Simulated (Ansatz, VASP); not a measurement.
## Ca4AlO: VASP beside Ansatz

The input INCAR:

```
SYSTEM = Ca4AlO
PREC     = Accurate       ! precision mode
ENCUT    = 520            ! plane-wave cutoff, eV
EDIFF    = 1E-6           ! SCF threshold, eV
ISMEAR   = 0              ! smearing method
SIGMA    = 0.1            ! smearing width, eV
LREAL    = .False.        ! projectors in reciprocal space
LASPH    = .True.         ! aspherical terms in the spheres
NELM     = 80             ! most SCF steps
ALGO     = Normal         ! electronic algorithm
ISIF     = 2              ! what is computed and relaxed
LWAVE    = .False.        ! write WAVECAR
LCHARG   = .True.         ! write CHGCAR
GGA      = PE             ! functional
LELF     = .True.         ! ELF
LVHAR    = .True.       
NBANDS   = 34             ! bands
```

The input KPOINTS:

```
Automatic mesh
0
Gamma
  4 4 4
  0 0 0
```

POSCAR

```
Ca4AlO
1.0
    0.0000000000      3.8890640700      3.8890640700
    3.8890640700      0.0000000000      3.8890640700
    3.8890640700      3.8890640700      0.0000000000
Ca Al O
4 1 1
Direct
    0.8739440100      0.3753520000      0.3753520000
    0.3753520000      0.3753520000      0.3753520000
    0.3753520000      0.8739440100      0.3753520000
    0.3753520000      0.3753520000      0.8739440100
    0.0000000000      0.0000000000      0.0000000000
    0.7500000000      0.7500000000      0.7500000000
```

Input for Ansatz:

```yaml
crystal:
  lattice:
    - [0.0, 3.88906407, 3.88906407]
    - [3.88906407, 0.0, 3.88906407]
    - [3.88906407, 3.88906407, 0.0]
  atoms:
    - { symbol: Ca, position: [0.87394401, 0.375352, 0.375352] }
    - { symbol: Ca, position: [0.375352, 0.375352, 0.375352] }
    - { symbol: Ca, position: [0.375352, 0.87394401, 0.375352] }
    - { symbol: Ca, position: [0.375352, 0.375352, 0.87394401] }
    - { symbol: Al, position: [0.0, 0.0, 0.0] }
    - { symbol: O, position: [0.75, 0.75, 0.75] }
basis:
  ecutwfc: 420
kpoints:
  mp_grid: { grid: [4, 4, 4] }
hamiltonian:
  xc: pbe
scf:
  occupations: { method: gaussian, width: 0.1 }
  lower_state_search: "off"
output:
  forces: true
  stress: true
  eigenvalues: true
```

Change from the starting cell: species swapped into the ErInPt4 type (F-43m, No. 216).

Alike in both runs: task single point; functional PBE; k mesh 4 × 4 × 4; occupations gaussian, width 0.1 eV; no spin polarisation.

|  | VASP | Ansatz |
| --- | --- | --- |
| version | VASP 6.6.1 | Ansatz 0.2.0 |
| potentials or method | VASP PAW PBE potentials, release 64 (Ca_sv, Al, O) | scalar-relativistic, plane waves, PAW |
| plane-wave cutoff (eV) | 520 | 420 |
| valence electrons in the cell | 49 | 49 |

```tsv
	VASP	Ansatz	Ansatz less VASP
gap on the k mesh at the Fermi level (eV)	none	none	-
pressure (GPa)	15.3	15.1	-0.24
rms of the force components (eV/Å)	0.092	0.095	+0.0028
```

Atom by atom the forces differ by 0.003 eV/Å (rms over components). A gap of «none» marks a metal or a gap that the smearing closes. The functional is the same, so the differences come from potentials, cutoffs and numerics.

Caveats: so large a pressure means that the cell lies far from this level's equilibrium, or that cutoff or potentials fall short (VASP); an odd number of electrons without spin polarisation forces a metal; a magnetic or distorted state may lie lower.
